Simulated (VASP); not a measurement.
**CdSe(110): relaxation, ionisation energy and affinity**

Aim: ionisation energy and electron affinity of CdSe(110), from a slab and a bulk run lined up through core potentials. The cell is generated by rule, not measured, and may not be a known phase.

Calculated with VASP 6.6.1; PBE; plane waves and PAW (Cd, Se), in the first sound run; inputs show where later runs differ.

### 1. Starting point

The structure is cubic, space group F-43m (No. 216). The conventional cell has a = 6.050 Å, b = 6.050 Å, c = 6.050 Å, α = 90.00°, β = 90.00°, γ = 90.00°. Cd has 4 Se at 2.62 Å nearest. Nearest to Se lie 4 Cd at 2.62 Å. Farther neighbours and most contacts between anions are not listed.

### 2. Relaxing the bulk crystal

The later steps need the crystal at this functional's own lattice; a raised cutoff keeps the stress reliable while the cell changes.

INCAR reads:

```
SYSTEM = CdSe
PREC = Accurate
ENCUT = 360
EDIFF = 1E-06
NELM = 120
ISMEAR = 0
SIGMA = 0.03
LREAL = .FALSE.
ALGO = Normal
GGA = PE
NBANDS = 15
LORBIT = 11
LWAVE = .FALSE.
LCHARG = .FALSE.
KPAR = 4
IBRION = 2
NSW = 40
ISIF = 3
EDIFFG = -0.02
POTIM = 0.4
```

POSCAR reads:

```
CdSe
1.0
    0.0000000000      3.0250000000      3.0250000000
    3.0250000000      0.0000000000      3.0250000000
    3.0250000000      3.0250000000      0.0000000000
Cd Se
1 1
Direct
    0.0000000000      0.0000000000      0.0000000000
    0.2500000000      0.2500000000      0.2500000000
```

KPOINTS reads:

```
Automatic mesh
0
Gamma
5 5 5
0 0 0
```

Potentials, in the order of the species: Cd and Se (PBE family, release 64).

Run with:

```
$ mpirun -np 4 vasp_std
```

The log of the run:

```text
[banner, memory and clock lines left out]
running    4 mpi-ranks, on    1 nodes
 distrk:  each k-point on    1 cores,    4 groups
 distr:  one band on    1 cores,    1 groups

 POSCAR found type information on POSCAR CdSe
 POSCAR found :  2 types and       2 ions
 LDA part: xc-table for (Slater+PW92), standard interpolation
 POSCAR, INCAR and KPOINTS ok, starting setup
 FFT: planning ... GRIDC
 FFT: planning ... GRID_SOFT
 FFT: planning ... GRID
 WAVECAR not read
 entering main loop
       N       E                     dE             d eps       ncg     rms          rms(c)
DAV:   1     0.874288794666E+02    0.87429E+02   -0.73084E+03   308   0.800E+02
DAV:   2    -0.258211003490E+01   -0.90011E+02   -0.85485E+02   377   0.231E+02
DAV:   3    -0.579674692795E+01   -0.32146E+01   -0.32115E+01   349   0.459E+01
DAV:   4    -0.580832568718E+01   -0.11579E-01   -0.11578E-01   398   0.274E+00
DAV:   5    -0.580839247590E+01   -0.66789E-04   -0.66789E-04   370   0.183E-01    0.661E+00
DAV:   6    -0.545039628685E+01    0.35800E+00   -0.54904E-01   414   0.934E+00    0.518E+00
DAV:   7    -0.542601881462E+01    0.24377E-01   -0.16374E-01   321   0.278E+00    0.215E+00
DAV:   8    -0.542678830549E+01   -0.76949E-03   -0.15113E-02   328   0.159E+00    0.263E-01
DAV:   9    -0.542694060241E+01   -0.15230E-03   -0.16552E-03   342   0.564E-01    0.479E-02
DAV:  10    -0.542700809304E+01   -0.67491E-04   -0.18549E-04   335   0.183E-01    0.435E-02
DAV:  11    -0.542705530940E+01   -0.47216E-04   -0.80360E-05   321   0.585E-02    0.146E-02
DAV:  12    -0.542705517848E+01    0.13092E-06   -0.35429E-06   370   0.262E-02
   1 F= -.54270552E+01 E0= -.54270552E+01  d E =-.542706E+01
 curvature:   0.00 expect dE= 0.000E+00 dE for cont linesearch  0.000E+00
 trial: gam= 0.00000 g(F)=  0.170E-44 g(S)=  0.985E-01 ort = 0.000E+00 (trialstep = 0.100E+01)
 search vector abs. value=  0.985E-01
 bond charge predicted
       N       E                     dE             d eps       ncg     rms          rms(c)
DAV:   1    -0.636731200243E+01   -0.94026E+00   -0.17911E+01   314   0.518E+01    0.854E+00
DAV:   2    -0.558239149758E+01    0.78492E+00   -0.16481E+00   321   0.180E+01    0.283E+00
DAV:   3    -0.548640603612E+01    0.95985E-01   -0.18988E-01   349   0.475E+00    0.260E+00
DAV:   4    -0.547217218413E+01    0.14234E-01   -0.18267E-02   307   0.951E-01    0.596E-01
DAV:   5    -0.547148273453E+01    0.68945E-03   -0.16691E-03   328   0.485E-01    0.871E-02
DAV:   6    -0.547153427527E+01   -0.51541E-04   -0.29850E-04   307   0.159E-01    0.562E-02
DAV:   7    -0.547155885167E+01   -0.24576E-04   -0.26294E-05   307   0.363E-02    0.180E-02
DAV:   8    -0.547155816580E+01    0.68587E-06   -0.39627E-06   377   0.281E-02
   2 F= -.54715582E+01 E0= -.54715582E+01  d E =-.445030E-01
 trial-energy change:   -0.044503  1 .order   -0.047160   -0.098495    0.004175
 step:   0.9523(harm=  0.9593)  dis= 0.00000  next Energy=    -5.471658 (dE=-0.446E-01)
 bond charge predicted
       N       E                     dE             d eps       ncg     rms          rms(c)
DAV:   1    -0.547373327875E+01   -0.21744E-02   -0.39959E-02   307   0.234E+00    0.344E-01
DAV:   2    -0.547185733121E+01    0.18759E-02   -0.41967E-03   314   0.910E-01    0.110E-01
DAV:   3    -0.547166210128E+01    0.19523E-03   -0.45934E-04   342   0.219E-01    0.973E-02
DAV:   4    -0.547164787489E+01    0.14226E-04   -0.34280E-05   307   0.473E-02    0.162E-02
DAV:   5    -0.547164837429E+01   -0.49940E-06   -0.48651E-06   307   0.301E-02
   3 F= -.54716484E+01 E0= -.54716484E+01  d E =-.445932E-01
 curvature:  -0.47 expect dE=-0.474E-05 dE for cont linesearch -0.474E-05
 trial: gam=-0.01006 g(F)=  0.211E-45 g(S)=  0.102E-04 ort = 0.100E-02 (trialstep = 0.990E+00)
 search vector abs. value=  0.115E-08
 reached required accuracy - stopping structural energy minimisation
```

It took 8.4 s on 4 MPI ranks of AMD EPYC 7R43, shared host; peak memory 0.48 GiB.

Lines that name or quote the potential files are left out of all logs, and their timing lines are given in words.

From OUTCAR (step 2):

```text
ion  position               nearest neighbor table
   1  0.000  0.000  0.000-   2 2.62   2 2.62   2 2.62   2 2.62
   2  0.250  0.250  0.250-   1 2.62   1 2.62   1 2.62   1 2.62

  LATTYP: Found a face centered cubic cell.
 ALAT       =     6.0500000000

 Subroutine GETGRP returns: Found 24 space group operations
 (whereof 24 operations were pure point group operations)

The static configuration has the point symmetry T_d .

 Found     10 irreducible k-points:

   k-points           NKPTS =     10   k-points in BZ     NKDIM =     10   number of bands    NBANDS=     15

   dimension x,y,z NGX =    28 NGY =   28 NGZ =   28
   dimension x,y,z NGXF=    56 NGYF=   56 NGZF=   56

   ENCUT  =  360.0 eV  26.46 Ry    5.14 a.u.   6.62  6.62  6.62*2*pi/ulx,y,z

   NELECT =      18.0000    total number of electrons

 k-points in reciprocal lattice and weights: Automatic mesh
   0.00000000  0.00000000  0.00000000       0.008
   0.20000000  0.00000000  0.00000000       0.064
   0.40000000  0.00000000  0.00000000       0.064
   0.20000000  0.20000000  0.00000000       0.048
   0.40000000  0.20000000  0.00000000       0.192
  -0.40000000  0.20000000  0.00000000       0.192
  -0.20000000  0.20000000  0.00000000       0.096
   0.40000000  0.40000000  0.00000000       0.048
  -0.40000000  0.40000000  0.00000000       0.096
  -0.40000000  0.40000000  0.20000000       0.192

 average (electrostatic) potential at core
       1 -40.2878       2 -56.7475

 E-fermi :   0.7127

 k-point     1 :       0.0000    0.0000    0.0000
  band No.  band energies     occupation
    ...
      5      -6.9136      2.00000
      6      -6.9136      2.00000
      7       0.5318      2.00000
      8       0.5318      2.00000
      9       0.5318      2.00000
     10       1.0159      0.00000
     11       6.4495      0.00000
     12       6.4495      0.00000
     13       6.4495      0.00000
     14      10.0861      0.00000
    ...

 k-point     2 :       0.2000    0.0000    0.0000
  band No.  band energies     occupation
    ...
      5      -6.9138      2.00000
      6      -6.9138      2.00000
      7      -1.4746      2.00000
      8       0.2755      2.00000
      9       0.2755      2.00000
     10       2.5164      0.00000
     11       6.2253      0.00000
     12       6.8378      0.00000
     13       6.8379      0.00000
     14      10.5049      0.00000
    ...

 k-point     3 :       0.4000    0.0000    0.0000
  band No.  band energies     occupation
    ...
      5      -6.8981      2.00000
      6      -6.7566      2.00000
      7      -3.2533      2.00000
      8      -0.0865      2.00000
      9      -0.0865      2.00000
     10       2.8523      0.00000
     11       6.9754      0.00000
     12       6.9754      0.00000
     13       7.4459      0.00000
     14      10.2706      0.00000
    ...

  Total        0.0132609      0.0132609      0.0132609      0.0000000      0.0000000     -0.0000000
  in kB        0.3574521      0.3574521      0.3574521      0.0000000      0.0000000     -0.0000000
  external PRESSURE =       0.3574521 kB  Pullay stress =       0.0000000 kB

  energy-cutoff  :      360.00
  volume of cell :       59.44
      direct lattice vectors                 reciprocal lattice vectors
    -0.000000000  3.097506936  3.097506936    -0.161420139  0.161420139  0.161420139
     3.097506936 -0.000000000  3.097506936     0.161420139 -0.161420139  0.161420139
     3.097506936  3.097506936 -0.000000000     0.161420139  0.161420139 -0.161420139

 POSITION                                       TOTAL-FORCE (eV/Angst)
 -----------------------------------------------------------------------------------
      0.00000      0.00000      0.00000         0.000000      0.000000      0.000000
      1.54875      1.54875      1.54875        -0.000000     -0.000000     -0.000000
 -----------------------------------------------------------------------------------
    total drift:                               -0.000001     -0.000001     -0.000001

  FREE ENERGIE OF THE ION-ELECTRON SYSTEM (eV)
  ---------------------------------------------------
  free  energy   TOTEN  =        -5.4716483743 eV

  energy  without entropy=       -5.4716483743  energy(sigma->0) =       -5.47164837

 reached required accuracy - stopping structural energy minimisation

 total charge
# of ion       s       p       d       tot
------------------------------------------
    1        0.436   0.286   9.537  10.258
    2        1.444   2.371   0.019   3.834
--------------------------------------------------
tot          1.880   2.657   9.555  14.092

[... 3 further parts left out ...]
```

The run keeps the 24 symmetry operations of its start, so it cannot find a distortion of lower symmetry.

Step by step:

| step | energy less that of the first step (eV) | largest force (eV/Å) | pressure (GPa) | volume (Å³) |
| --- | --- | --- | --- | --- |
| 1 | 0.0000 | 0.0000 | 3.77 | 55.36 |
| 2 | -0.0445 | 0.0000 | -0.15 | 59.65 |
| 3 | -0.0446 | 0.0000 | 0.04 | 59.44 |

| conventional cell, symmetrised | before | after | change |
| --- | --- | --- | --- |
| a (Å) | 6.050 | 6.195 | +2.4 % |
| b (Å) | 6.050 | 6.195 | +2.4 % |
| c (Å) | 6.050 | 6.195 | +2.4 % |
| volume (Å³/atom) | 27.68 | 29.72 | +7.4 % |

Final coordinates:

```cif
data_structure
_symmetry_space_group_name_H-M 'P 1'
_symmetry_Int_Tables_number 1
_cell_length_a 4.3805
_cell_length_b 4.3805
_cell_length_c 4.3805
_cell_angle_alpha 60.000
_cell_angle_beta 60.000
_cell_angle_gamma 60.000
_cell_volume 59.44
loop_
_atom_site_label
_atom_site_type_symbol
_atom_site_fract_x
_atom_site_fract_y
_atom_site_fract_z
_atom_site_occupancy
Cd1 Cd 0.00000 0.00000 0.00000 1
Se2 Se 0.25000 0.25000 0.25000 1
```

This step gave:

```
electronic cycles   : 25
electrons           : 18
free energy (TOTEN) : -5.472 eV
Fermi energy        : 0.7127 eV
```

The run ended after 3 ionic steps, 0.045 eV below its first step, once forces and stress met EDIFFG = -0.02.

### 3. Relax the host again, on a new basis

The volume changed by more than 5 %, so the plane waves of the start no longer fit; a second relaxation removes that error.

INCAR: that of step 2 with these lines changed.

```diff
@@ -16,3 +16,3 @@
 IBRION = 2
-NSW = 40
+NSW = 30
 ISIF = 3
```

POSCAR reads:

```
CdSe
1.0
    0.0000000000      3.0975069362      3.0975069362
    3.0975069362      0.0000000000      3.0975069362
    3.0975069362      3.0975069362      0.0000000000
Cd Se
1 1
Direct
    0.0000000000      0.0000000000      0.0000000000
    0.2500000000      0.2500000000      0.2500000000
```

KPOINTS is that of step 2.

Run with:

```
$ mpirun -np 4 vasp_std
```

The log of the run:

```text
[... set-up lines as in an earlier step ...]
 entering main loop
       N       E                     dE             d eps       ncg     rms          rms(c)
DAV:   1     0.815471060710E+02    0.81547E+02   -0.71628E+03   316   0.790E+02
DAV:   2    -0.296510454094E+01   -0.84512E+02   -0.80804E+02   363   0.228E+02
DAV:   3    -0.586266024574E+01   -0.28976E+01   -0.28936E+01   314   0.430E+01
DAV:   4    -0.587438724330E+01   -0.11727E-01   -0.11726E-01   419   0.269E+00
DAV:   5    -0.587445751566E+01   -0.70272E-04   -0.70272E-04   328   0.183E-01    0.570E+00
DAV:   6    -0.550318552132E+01    0.37127E+00   -0.58031E-01   414   0.893E+00    0.459E+00
DAV:   7    -0.548048439748E+01    0.22701E-01   -0.14757E-01   307   0.261E+00    0.199E+00
DAV:   8    -0.548125074073E+01   -0.76634E-03   -0.12682E-02   307   0.141E+00    0.247E-01
DAV:   9    -0.548146695557E+01   -0.21621E-03   -0.14860E-03   335   0.489E-01    0.491E-02
DAV:  10    -0.548154061170E+01   -0.73656E-04   -0.16182E-04   335   0.162E-01    0.454E-02
DAV:  11    -0.548159422000E+01   -0.53608E-04   -0.89173E-05   321   0.600E-02    0.173E-02
DAV:  12    -0.548159391139E+01    0.30860E-06   -0.20183E-06   310   0.171E-02
   1 F= -.54815939E+01 E0= -.54815939E+01  d E =-.548159E+01
 curvature:   0.00 expect dE= 0.000E+00 dE for cont linesearch  0.000E+00
 trial: gam= 0.00000 g(F)=  0.663E-45 g(S)=  0.599E-04 ort = 0.000E+00 (trialstep = 0.100E+01)
 search vector abs. value=  0.599E-04
 reached required accuracy - stopping structural energy minimisation
```

Elapsed: 4 s, on 4 MPI ranks; peak memory 0.48 GiB; 13 s of CPU time.

From OUTCAR (step 3):

```text
  LATTYP: Found a face centered cubic cell.
 ALAT       =     6.1950138724

The static configuration has the point symmetry T_d .

 Found     10 irreducible k-points:

   ENCUT  =  360.0 eV  26.46 Ry    5.14 a.u.   6.78  6.78  6.78*2*pi/ulx,y,z

   NELECT =      18.0000    total number of electrons

 E-fermi :   0.7125

 k-point     1 :       0.0000    0.0000    0.0000
  band No.  band energies     occupation
    ...
      5      -6.9190      2.00000
      6      -6.9190      2.00000
      7       0.5311      2.00000
      8       0.5311      2.00000
      9       0.5311      2.00000
     10       1.0157      0.00000
     11       6.4497      0.00000
     12       6.4497      0.00000
     13       6.4497      0.00000
     14      10.0850      0.00000
    ...

 k-point     2 :       0.2000    0.0000    0.0000
  band No.  band energies     occupation
    ...
      5      -6.9183      2.00000
      6      -6.9183      2.00000
      7      -1.4751      2.00000
      8       0.2749      2.00000
      9       0.2749      2.00000
     10       2.5163      0.00000
     11       6.2248      0.00000
     12       6.8380      0.00000
     13       6.8380      0.00000
     14      10.5040      0.00000
    ...

  Total       -0.0321546     -0.0321546     -0.0321546      0.0000000      0.0000000      0.0000000
  in kB       -0.8667362     -0.8667362     -0.8667362      0.0000000      0.0000000      0.0000000
  external PRESSURE =      -0.8667362 kB  Pullay stress =       0.0000000 kB

  energy-cutoff  :      360.00
  volume of cell :       59.44
      direct lattice vectors                 reciprocal lattice vectors
     0.000000000  3.097506936  3.097506936    -0.161420139  0.161420139  0.161420139
     3.097506936  0.000000000  3.097506936     0.161420139 -0.161420139  0.161420139
     3.097506936  3.097506936  0.000000000     0.161420139  0.161420139 -0.161420139

  FREE ENERGIE OF THE ION-ELECTRON SYSTEM (eV)
  ---------------------------------------------------
  free  energy   TOTEN  =        -5.4815939114 eV

  energy  without entropy=       -5.4815939114  energy(sigma->0) =       -5.48159391

 total charge
# of ion       s       p       d       tot
------------------------------------------
    1        0.435   0.286   9.542  10.263
    2        1.444   2.372   0.019   3.835
--------------------------------------------------
tot          1.880   2.658   9.561  14.098

[... 6 parts as in an earlier step ...]

[... 6 further parts left out ...]
```

Little changed from the start: no atom moved by 0.005 Å and no cell edge by 0.1 %.

This step gave:

```yaml
electronic_cycles: 12
free_energy_toten: -5.482 eV
fermi_energy: 0.7125 eV
```

The start already met the threshold, so nothing moved.

### 4. Band edges of the bulk

A static bulk run at the slab's cutoff gives the band edges and the core potentials that tie them to the slab.

INCAR reads:

```
SYSTEM = CdSe
PREC = Normal
ENCUT = 320
EDIFF = 1E-06
NELM = 120
ISMEAR = 0
SIGMA = 0.03
LREAL = .FALSE.
ALGO = Normal
GGA = PE
NBANDS = 15
LORBIT = 11
LWAVE = .FALSE.
LCHARG = .FALSE.
KPAR = 4
```

POSCAR is that of step 3.

KPOINTS reads:

```
Automatic mesh
0
Gamma
12 12 12
0 0 0
```

Run with:

```
$ mpirun -np 4 vasp_std
```

The log of the run:

```text
[... set-up lines as in an earlier step ...]
 entering main loop
       N       E                     dE             d eps       ncg     rms          rms(c)
DAV:   1     0.764686406812E+02    0.76469E+02   -0.68241E+03  2264   0.720E+02
DAV:   2    -0.325169264634E+01   -0.79720E+02   -0.76822E+02  2699   0.216E+02
DAV:   3    -0.587273437069E+01   -0.26210E+01   -0.26179E+01  2454   0.404E+01
DAV:   4    -0.588287961229E+01   -0.10145E-01   -0.10145E-01  2888   0.242E+00
DAV:   5    -0.588294331330E+01   -0.63701E-04   -0.63701E-04  2510   0.170E-01    0.580E+00
DAV:   6    -0.551758552006E+01    0.36536E+00   -0.56712E-01  2888   0.865E+00    0.464E+00
DAV:   7    -0.549502691200E+01    0.22559E-01   -0.14434E-01  2349   0.253E+00    0.199E+00
DAV:   8    -0.549545377372E+01   -0.42686E-03   -0.11998E-02  2510   0.133E+00    0.245E-01
DAV:   9    -0.549563762563E+01   -0.18385E-03   -0.14128E-03  2496   0.470E-01    0.489E-02
DAV:  10    -0.549570695355E+01   -0.69328E-04   -0.15579E-04  2559   0.154E-01    0.432E-02
DAV:  11    -0.549575549470E+01   -0.48541E-04   -0.81472E-05  2384   0.569E-02    0.159E-02
DAV:  12    -0.549575504130E+01    0.45340E-06   -0.21148E-06  2530   0.167E-02
   1 F= -.54957550E+01 E0= -.54957550E+01  d E =-.387445E-17
```

Run time: 6.2 s. Hardware: 4 MPI ranks; peak memory 0.45 GiB; 22 s of CPU time.

Parts of OUTCAR (step 4):

```text
The static configuration has the point symmetry T_d .

 Found     72 irreducible k-points:

   k-points           NKPTS =     72   k-points in BZ     NKDIM =     72   number of bands    NBANDS=     15

   dimension x,y,z NGX =    20 NGY =   20 NGZ =   20
   dimension x,y,z NGXF=    40 NGYF=   40 NGZF=   40

   ENCUT  =  320.0 eV  23.52 Ry    4.85 a.u.   6.39  6.39  6.39*2*pi/ulx,y,z

   NELECT =      18.0000    total number of electrons

 E-fermi :   0.6856

 k-point     1 :       0.0000    0.0000    0.0000
  band No.  band energies     occupation
    ...
      5      -6.9053      2.00000
      6      -6.9053      2.00000
      7       0.5222      2.00000
      8       0.5222      2.00000
      9       0.5222      2.00000
     10       1.0104      0.00000
     11       6.4469      0.00000
     12       6.4469      0.00000
     13       6.4470      0.00000
     14      10.0790      0.00000
    ...

 k-point     2 :       0.0833    0.0000    0.0000
  band No.  band energies     occupation
    ...
      5      -6.9058      2.00000
      6      -6.9058      2.00000
      7      -0.1915      2.00000
      8       0.4700      2.00000
      9       0.4700      2.00000
     10       1.6491      0.00000
     11       6.3141      0.00000
     12       6.5369      0.00000
     13       6.5369      0.00000
     14      10.4789      0.00000
    ...

  Total        0.0656724      0.0656724      0.0656724     -0.0000000      0.0000000      0.0000000
  in kB        1.7702175      1.7702175      1.7702175     -0.0000000      0.0000000      0.0000000
  external PRESSURE =       1.7702175 kB  Pullay stress =       0.0000000 kB

  energy-cutoff  :      320.00
  volume of cell :       59.44
      direct lattice vectors                 reciprocal lattice vectors
     0.000000000  3.097506936  3.097506936    -0.161420139  0.161420139  0.161420139
     3.097506936  0.000000000  3.097506936     0.161420139 -0.161420139  0.161420139
     3.097506936  3.097506936  0.000000000     0.161420139  0.161420139 -0.161420139

 POSITION                                       TOTAL-FORCE (eV/Angst)
 -----------------------------------------------------------------------------------
      0.00000      0.00000      0.00000        -0.000000     -0.000000     -0.000000
      1.54875      1.54875      1.54875         0.000000      0.000000      0.000000
 -----------------------------------------------------------------------------------
    total drift:                               -0.000013     -0.000013     -0.000016

  FREE ENERGIE OF THE ION-ELECTRON SYSTEM (eV)
  ---------------------------------------------------
  free  energy   TOTEN  =        -5.4957550413 eV

  energy  without entropy=       -5.4957550413  energy(sigma->0) =       -5.49575504

 total charge
# of ion       s       p       d       tot
------------------------------------------
    1        0.438   0.286   9.529  10.253
    2        1.446   2.366   0.019   3.831
--------------------------------------------------
tot          1.885   2.652   9.548  14.084

[... 3 parts as in an earlier step ...]

[... 6 further parts left out ...]
```

The gap is read on the k-mesh alone, so it is an upper bound where the band edges lie off the mesh.

This step gave:

```
free energy (TOTEN)            : -5.496 eV
Fermi energy                   : 0.6856 eV
metallic                       : no
gap on the k-mesh              : 0.4882 eV
least direct gap on the k-mesh : 0.4882 eV
```

[end of part 1 of 3]

[Lines on the potential files, build, host, timing and source positions are cut from VASP's logs without a mark.]

[Logs are printed without paths, hosts, clocks, repeated set-up lines and the standing remarks that a program may print on its own settings, such as how far it seeks lower states.]

[Hosts, paths, dates, database ids (printed as entryN), source tags and the programs' standing remarks are cut or masked in the printed files.]

[Runs that stopped without an error message from VASP are left out.]
